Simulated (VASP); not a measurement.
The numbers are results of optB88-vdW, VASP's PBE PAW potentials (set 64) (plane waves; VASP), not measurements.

Input for VASP

POSCAR:
```
AuAl2
1
    0.0000000000     3.0264271551     3.0264271551
    3.0264271551     0.0000000000     3.0264271551
    3.0264271551     3.0264271551     0.0000000000
Al Au
2 1
Direct
  0.2500000000   0.2500000000   0.2500000000
  0.7500000000   0.7500000000   0.7500000000
  0.0000000000   0.0000000000   0.0000000000
```

### INCAR
```
SYSTEM = AuAl2
PREC = Accurate
ENCUT = 520
EDIFF = 1E-7
NELM = 100
ALGO = Normal
LREAL = .FALSE.
LASPH = .TRUE.
ISMEAR = 0
SIGMA = 0.05
GGA = BO
PARAM1 = 0.1833333333
PARAM2 = 0.22
LUSE_VDW = .TRUE.
AGGAC = 0.0
LMAXMIX = 6
LWAVE = .FALSE.
LCHARG = .FALSE.
LORBIT = 11
ICHARG = 11
```

KPOINTS:
```
k-points along high-symmetry lines
15
Line-mode
Reciprocal
  0.000000   0.000000   0.000000 ! GAMMA
  0.500000   0.000000   0.500000 ! X

  0.500000   0.000000   0.500000 ! X
  0.625000   0.250000   0.625000 ! U

  0.375000   0.375000   0.750000 ! K
  0.000000   0.000000   0.000000 ! GAMMA

  0.000000   0.000000   0.000000 ! GAMMA
  0.500000   0.500000   0.500000 ! L

  0.500000   0.500000   0.500000 ! L
  0.500000   0.250000   0.750000 ! W

  0.500000   0.250000   0.750000 ! W
  0.500000   0.000000   0.500000 ! X
```

POTCAR, in this order: Al Au (PBE.64 set). Program: vasp_std. Read from the step before: CHGCAR.

What VASP printed:

File OUTCAR:
```
 ion  position               nearest neighbor table
   1  0.250  0.250  0.250-   3 2.62   3 2.62   3 2.62   3 2.62   2 3.03   2 3.03   2 3.03   2 3.03
                             2 3.03   2 3.03
   2  0.750  0.750  0.750-   3 2.62   3 2.62   3 2.62   3 2.62   1 3.03   1 3.03   1 3.03   1 3.03
                             1 3.03   1 3.03
   3  0.000  0.000  0.000-   2 2.62   1 2.62   2 2.62   1 2.62   2 2.62   2 2.62   1 2.62   1 2.62
  LATTYP: Found a face centered cubic cell.
 ALAT       =     6.0528543102
 Subroutine PRICEL returns:
 Original cell was already a primitive cell.
 Subroutine GETGRP returns: Found 48 space group operations
The static configuration has the point symmetry O_h .
The dynamic configuration has the point symmetry O_h .
 Subroutine INISYM returns: Found 48 space group operations
   k-points           NKPTS =     90   k-points in BZ     NKDIM =     90   number of bands    NBANDS=     12
   number of dos      NEDOS =    301   number of ions     NIONS =      3
   total plane-waves  NPLWV =  32768
   dimension x,y,z NGX =    32 NGY =   32 NGZ =   32
   dimension x,y,z NGXF=    64 NGYF=   64 NGZF=   64
   ions per type =               2   1
   PREC   = accura    normal or accurate (medium, high low for compatibility)
   ISTART =      0    job   : 0-new  1-cont  2-samecut
   ICHARG =     11    charge: 1-file 2-atom 10-const
   ISPIN  =      1    spin polarized calculation?
   LNONCOLLINEAR =      F non collinear calculations
   LSORBIT =      F    spin-orbit coupling
   INIWAV =      1    electr: 0-lowe 1-rand  2-diag
   ENCUT  =  520.0 eV  38.22 Ry    6.18 a.u.   7.96  7.96  7.96*2*pi/ulx,y,z
   NELM   =    100;   NELMIN=  2; NELMDL= -5     # of ELM steps
   EDIFF  = 0.1E-06   stopping-criterion for ELM
   LREAL  =      F    real-space projection
   NLSPLINE    = F    spline interpolate recip. space projectors
   LMAXMIX     =    6 max onsite mixed and CHGCAR
   VOSKOWN=      0    Vosko Wilk Nusair interpolation
   EDIFFG = 0.1E-05   stopping-criterion for IOM
   NSW    =      0    number of steps for IOM
   NBLOCK =      1;   KBLOCK =      1    inner block; outer block
   IBRION =     -1    ionic relax: 0-MD 1-quasi-New 2-CG
   NFREE  =      0    steps in history (QN), initial steepest desc. (CG)
   ISIF   =      2    stress and relaxation
...
```

File OSZICAR:
```
       N       E                     dE             d eps       ncg     rms          rms(c)
DAV:   1     0.713016836308E+02    0.71302E+02   -0.71495E+03  2176   0.116E+03
DAV:   2    -0.398508619490E+01   -0.75287E+02   -0.69790E+02  2432   0.209E+02
DAV:   3    -0.588081503176E+01   -0.18957E+01   -0.18356E+01  2748   0.325E+01
DAV:   4    -0.590171853545E+01   -0.20904E-01   -0.20838E-01  2620   0.369E+00
DAV:   5    -0.590215068254E+01   -0.43215E-03   -0.43211E-03  2772   0.541E-01
DAV:   6    -0.590216169428E+01   -0.11012E-04   -0.11012E-04  2652   0.870E-02
DAV:   7    -0.590216207729E+01   -0.38301E-06   -0.38295E-06  2724   0.165E-02
DAV:   8    -0.590216209032E+01   -0.13036E-07   -0.12688E-07  2184   0.298E-03
   1 F= -.59021621E+01 E0= -.59005652E+01  d E =-.319372E-02
```

OUTCAR:
```
 val. band max:        8.4922004802   @ k =   0.1429   0.0000   0.1429

 cond. band min:       8.5280222250   @ k =   0.5000   0.0000   0.5000



 k-point     1 :       0.0000    0.0000    0.0000
  band No.  band energies     occupation
      1      -2.9051      2.00000
      2       0.9725      2.00000
      3       0.9725      2.00000
      4       0.9725      2.00000
      5       1.9064      2.00000
      6       1.9064      2.00000
      7       9.4030      0.00000
      8      10.4064      0.00000
      9      10.4064      0.00000
     10      10.4064      0.00000
     11      11.2586      0.00000
     12      11.2586      0.00000

 k-point     2 :       0.0357    0.0000    0.0357
  band No.  band energies     occupation
      1      -2.8832      2.00000
      2       0.9627      2.00000
      3       0.9791      2.00000
      4       0.9791      2.00000
      5       1.9003      2.00000
      6       1.9098      2.00000
      7       9.3681      0.00000
      8      10.0869      0.00000
      9      10.0869      0.00000
     10      10.2554      0.00000
     11      11.3361      0.00000
     12      11.6008      0.00000

 k-point     3 :       0.0714    0.0000    0.0714
  band No.  band energies     occupation
      1      -2.8174      2.00000
      2       0.9341      2.00000
      3       0.9990      2.00000
      4       0.9990      2.00000
      5       1.8824      2.00000
      6       1.9199      2.00000
      7       9.2787      0.00000
      8       9.5578      0.00000
      9       9.5578      0.00000
     10       9.8551      0.00000
     11      11.5522      0.00000
     12      12.1969      0.00000

 k-point     4 :       0.1071    0.0000    0.1071
  band No.  band energies     occupation
      1      -2.7082      2.00000
      2       0.8884      2.00000
      3       1.0319      2.00000
      4       1.0319      2.00000
      5       1.8533      2.00000
      6       1.9362      2.00000
      7       9.0167      0.00000
...
```

The density is held fixed in this step, so its total energy and stress have no physical meaning. Unless said otherwise, spin-orbit coupling is left out, though it shifts the bands of the heavy elements here.

The compound is AuAl2 in the fluorite structure. It was relaxed first. The electron count is odd and the run is not spin-polarised, which forces a metal.
